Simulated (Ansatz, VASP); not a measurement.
# PbO in two plane-wave programs, part 3 of 3

Aim: how closely do two programs agree when they are given the same cell, functional and k mesh? The cell is taken from a series of VASP runs on this material, whose earlier steps may have relaxed, scaled or displaced it; both programs get it as it stands. Valence electrons are named where the data sets of a main pair hold unlike numbers.

VASP 6.6.1 and Ansatz 0.2.0.

So far. Step 2 (VASP: band structure, HSE06): The k-mesh is coarse for exact exchange; levels may shift by about 0.1 eV on a finer one. The PAW data sets were made with PBE, which is usual practice but a small mismatch for other functionals. Step 4 (Side by side): The forces differ by 24 meV/Å r.m.s., which is 11.5 % of the r.m.s. force of 0.212 eV/Å (both taken over all components). Among the levels compared at these points, filled levels agree within 10 meV and empty ones within 27 meV.

### Step 6. VASP: band structure, PBE0 (continued)

Level of this step: PBE0; plane waves and PAW (Pb_d, O) (VASP).

Numbers of over 12 decimals in the logs are rounded to 6 here.

Parts of OUTCAR (step 6):

```text
 POSITION                                       TOTAL-FORCE (eV/Angst)
 -----------------------------------------------------------------------------------
      1.98000      0.00000      3.86073         0.000000     -0.000000      0.519377
      0.00000      1.98000      1.20927         0.000000      0.000000     -0.519377
      1.98000      1.98000      0.00000         0.000000     -0.000000      0.000000
      0.00000      0.00000      0.00000        -0.000000     -0.000000      0.000000
 -----------------------------------------------------------------------------------
    total drift:                               -0.000003      0.000005     -0.000000

  FREE ENERGIE OF THE ION-ELECTRON SYSTEM (eV)
  ---------------------------------------------------
  free  energy   TOTEN  =       -28.5579314459 eV

  energy  without entropy=      -28.5579314459  energy(sigma->0) =      -28.55793145

[... 2 parts as in an earlier step ...]

[... 1 further part left out ...]
[key lines of the parts left out:]
E-fermi :   4.5109
```

The k-mesh is coarse for unscreened exact exchange, which converges slowly with it.

### Step 7. Ansatz: band structure, PBE0

The same cell, functional, mesh and smearing now go to Ansatz, which takes its cutoff from its data sets.

The cell is taken from a series of VASP runs on this material, whose earlier steps may have relaxed, scaled or displaced it; both programs get it as it stands.

input.yaml reads:

```yaml
crystal:
  lattice:
    - [3.96, 0.0, 0.0]
    - [0.0, 3.96, 0.0]
    - [0.0, 0.0, 5.07]
  atoms:
    - { symbol: Pb, position: [0.5, 0.0, 0.761486] }
    - { symbol: Pb, position: [0.0, 0.5, 0.238514] }
    - { symbol: O, position: [0.5, 0.5, 0.0] }
    - { symbol: O, position: [0.0, 0.0, 0.0] }
hamiltonian:
  xc: pbe0
  pseudopotentials: { kind: paw }
kpoints:
  mp_grid: { grid: [4, 4, 3] }
  band_path:
    path:
      - [0.0, 0.0, 0.0]
      - [0.0, 0.44444, 0.0]
      - [0.33333, 0.5, 0.0]
      - [0.5, 0.5, 0.0]
      - [0.27778, 0.27778, 0.0]
      - [0.0, 0.0, 0.11111]
      - [0.0, 0.0, 0.5]
      - [0.0, 0.44444, 0.5]
      - [0.33333, 0.5, 0.5]
      - [0.27778, 0.27778, 0.5]
      - [0.0, 0.5, 0.11111]
      - [0.5, 0.5, 0.0]
      - [0.5, 0.5, 0.5]
    npoints: 1
scf:
  occupations: { method: gaussian, width: 0.03 }
  n_extra_bands: 8
output:
  forces: true
  stress: true
  eigenvalues: true
  write_density: true
  write_potential: true
  elf: true
  volumetric_format: npy
```

Command:

```bash
$ ansatz run input.yaml --threads 4 --pin off --max-ram 9216MiB --backend cpu --events-out ev --progress --plain --runs-dir out
```

The log of the run:

```text
[...]
Crystal: 4 atoms, lattice volume = 79.506 Å³
Basis set: ecut = 420 eV, 1577 PW (Γ), exchange–correlation on 54×54×72 points (8 copies of the dense FFT grid, shifted against one another)
Bands: 28, of which v1, the nominal top of the filled ones, is band 20 counted from 1 (19 counted from 0)
Symmetry: 16 space group operations
[...]
k-points: 12 of 48
[...]
--- Band table (eV; the first three rows and the last of 12) ---
  k-point 0: bands = [... 16 lower, 5.4358, 5.5606, 5.5606, 7.7432, 11.6569, 14.8786, 14.9634, 14.9634, ... 4 higher]
  k-point 1: bands = [... 16 lower, 5.4083, 5.5424, 5.5424, 6.8057, 11.3217, 13.5071, 13.5071, 13.9605, ... 4 higher]
  k-point 2: bands = [... 16 lower, 4.6386, 5.1102, 5.2309, 7.3872, 12.7657, 12.8635, 14.8946, 15.3384, ... 4 higher]
  k-point 11: bands = [... 16 lower, 5.2936, 5.2936, 6.2222, 6.2222, 11.5940, 11.5940, 15.1096, 15.1096, ... 4 higher]
[key lines of the parts left out:]
Free energy (F): -24947.693696 eV
Fermi energy:    8.951022 eV
P = ⅓ Tr σ = -0.1252 GPa (-1.252 kbar)
```

The job ended after 38 s (4 threads of Arm Neoverse V2, shared host; peak memory 1.1 GiB).

### Step 8. Side by side

The two programs side by side:

```csv
quantity,Ansatz,VASP,difference
gap over the path points (eV),2.416,2.406,+0.010
```

Forces (eV/Å; atoms numbered as in POSCAR):

```csv
atom,"Ansatz x, y, z","VASP x, y, z"
Pb1,"0.000, 0.000, 0.581","0.000, 0.000, 0.519"
Pb2,"0.000, 0.000, -0.581","0.000, 0.000, -0.519"
O3,"0.000, 0.000, 0.000","0.000, 0.000, 0.000"
O4,"0.000, 0.000, 0.000","0.000, 0.000, 0.000"
```

Levels at points of the path, from each program's valence-band top (eV; 4 filled, then empty):

```csv
k (reciprocal lattice),Ansatz,VASP
0.000 0.000 0.000,-2.31 -2.18 -2.18 0.00 3.91 7.13 7.22,-2.33 -2.19 -2.19 0.00 3.88 7.11 7.21
0.000 0.444 0.000,-3.67 -3.42 -2.40 -1.68 4.73 4.96 8.16,-3.68 -3.44 -2.41 -1.68 4.72 4.95 8.14
0.333 0.500 0.000,-2.27 -2.27 -1.76 -1.76 3.17 3.17 6.85,-2.27 -2.27 -1.78 -1.78 3.16 3.16 6.83
0.500 0.500 0.000,-1.98 -1.98 -1.52 -1.52 2.42 2.42 6.72,-1.98 -1.98 -1.53 -1.53 2.41 2.41 6.70
0.278 0.278 0.000,-3.32 -3.31 -1.73 -0.86 4.07 4.58 6.38,-3.33 -3.32 -1.74 -0.87 4.06 4.57 6.37
0.000 0.000 0.111,-2.31 -2.19 -2.19 -0.10 3.81 6.81 6.81,-2.33 -2.20 -2.20 -0.11 3.77 6.80 6.80
0.000 0.000 0.500,-2.34 -2.21 -2.21 -1.46 3.62 5.49 5.49,-2.36 -2.22 -2.22 -1.47 3.58 5.49 5.49
0.000 0.444 0.500,-3.85 -3.40 -1.36 -1.35 4.14 4.77 7.54,-3.88 -3.42 -1.36 -1.35 4.12 4.75 7.53
0.333 0.500 0.500,-2.18 -2.18 -1.87 -1.87 4.93 4.93 5.89,-2.18 -2.18 -1.88 -1.88 4.92 4.92 5.88
0.278 0.278 0.500,-3.15 -2.02 -1.72 -1.54 4.03 5.03 5.58,-3.16 -2.03 -1.74 -1.54 4.02 5.03 5.56
```

The forces differ by 25 meV/Å r.m.s., which is 11.8 % of the r.m.s. force of 0.212 eV/Å (both taken over all components). Among the levels compared at these points, filled levels agree within 21 meV and empty ones within 44 meV.

### Step 9. What the set-up changes

Further runs change the set-up of one program: Ansatz's method, potentials or start, or VASP's data sets, cutoff or form of LDA. The table gives Ansatz less VASP for each quantity, since a change that brings one quantity closer may part another.

```csv
run,r.m.s. force difference (meV/Å),gap over the path points (eV)
as above,25,0.0095
cores kept as stored,24,0.0100
Ansatz's larger PAW set (cutoff 900 eV),19,0.014
norm-conserving potentials (cutoff 1240 eV),89,-0.0047
```

### Step 10. Results

| Item | Value |
| --- | --- |
| r.m.s. force difference (band structure, HSE06) | 11 % of the r.m.s. force |
| r.m.s. force difference (band structure, PBE0) | 12 % of the r.m.s. force |

The r.m.s. force difference is 12 % of the r.m.s. force (band structure, PBE0), beyond the 3 % picked in this series as the mark of a large difference. Band structure, HSE06, Ansatz's larger PAW set (cutoff 900 eV): the difference in gap over the path points goes from -0.0062 to -0.0013 eV. Band structure, HSE06, norm-conserving potentials (cutoff 1240 eV): r.m.s. force difference goes from 24 to 87 meV/Å; the difference in gap over the path points goes from -0.0062 to -0.018 eV. Band structure, PBE0, Ansatz's larger PAW set (cutoff 900 eV): the difference in gap over the path points goes from 0.0095 to 0.014 eV. Band structure, PBE0, norm-conserving potentials (cutoff 1240 eV): r.m.s. force difference goes from 25 to 89 meV/Å; the difference in gap over the path points goes from 0.0095 to -0.0047 eV. Such differences can come from data sets, numerical settings and the points named under the comparisons, not from the functional's error against experiment.

[Lines on the potential files, build, host, timing and source positions are cut from VASP's logs without a mark.]

[Logs are printed without paths, hosts, clocks, repeated set-up lines and the standing remarks that a program may print on its own settings, such as how far it seeks lower states.]

[Hosts, paths, dates, database ids (printed as entryN), source tags and the programs' standing remarks are cut or masked in the printed files.]
